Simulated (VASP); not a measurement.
Here is the system:

```
SrTe
1.0
    0.00000     3.31124     3.31124
    3.31124     0.00000     3.31124
    3.31124     3.31124     0.00000
Sr Te
1 1
Direct
  0.00000   0.00000   0.00000
  0.50000   0.50000   0.50000
```

All values below come from PBE GGA with D3 dispersion (Becke-Johnson damping), VASP's PBE PAW potentials (set 64) (plane waves; VASP 6.6.1). Settings: 400 eV cut-off, 6×6×6 Γ-centred mesh, Gaussian smearing of 0.050 eV, potentials Sr_sv Te.

Unless said otherwise, spin-orbit coupling is left out, though it shifts the bands of the heavy elements here.

Task: Predict the energy per atom (σ→0), band gap (on the k-mesh) with the smallest direct gap where there is one.

Result: 
The band gap (on the k-mesh) is 1.65 eV and the smallest direct gap (on the k-mesh) comes out as 2.40 eV. The energy per atom (σ→0) comes out as -4.469 eV/atom.

The absolute energy has meaning only against runs of the same code, potentials and settings.

The structure comes from a measured SrTe entry (Fm-3m) of the Crystallography Open Database, whose conditions weren't checked. It was relaxed first, which changed the volume by +7 %. The start is the result of an earlier pass.
